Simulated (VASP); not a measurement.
Crystal: CoO.

```xyz
4
Lattice="0.0000 2.1315 2.1315 4.2630 2.1315 2.1315 4.2630 4.2630 0.0000" Properties=species:S:1:pos:R:3 pbc="T T T"
Co    0.0000    0.0000    0.0000
Co    2.1315    2.1315    0.0000
O     2.1315    2.1315    2.1315
O     4.2630    4.2630    2.1315
```

Base run:

```yaml
Program: VASP 6.6.1
Functional: PBEsol
Potentials_or_basis: VASP PAW PBE potentials, release 64 (Co, O)
Cutoff: 450 eV
k_mesh: 9 × 9 × 7
Occupations: gaussian, width 0.05 eV
Spin: collinear spin, ferromagnetic start
Starting_moments: "[3.0, 3.0, 0.0, 0.0] μB"
Hubbard_terms: Co d U = 6 eV
```

Its results: band gap on the k mesh none (metal or under the smearing width); net moment 6.00 μB per cell; site moments Co +2.83; O +0.18 μB.

Problem. After a change of settings the same cell gave: band gap on the k mesh 1.61 eV; net moment 0.00 μB per cell; site moments Co +2.83, -2.83; O -0.08, +0.08 μB. Which change was it?
A. hubbard terms from Co d U = 6 eV to none; moments at the start from [3.0, 3.0, 0.0, 0.0] to [3.0, -3.0, 0.0, 0.0]
B. moments at the start from [3.0, 3.0, 0.0, 0.0] to [3.0, -3.0, 0.0, 0.0]
C. hubbard terms from Co d U = 6 eV to none
D. k mesh from 9 × 9 × 7 to 13 × 13 × 11; hubbard terms from Co d U = 6 eV to Co d U = 4 eV

Solution. B.

Caveats: an odd mesh through Γ misses points on the zone boundary, where band edges often lie (some runs).

Not every run made on this cell is shown here.
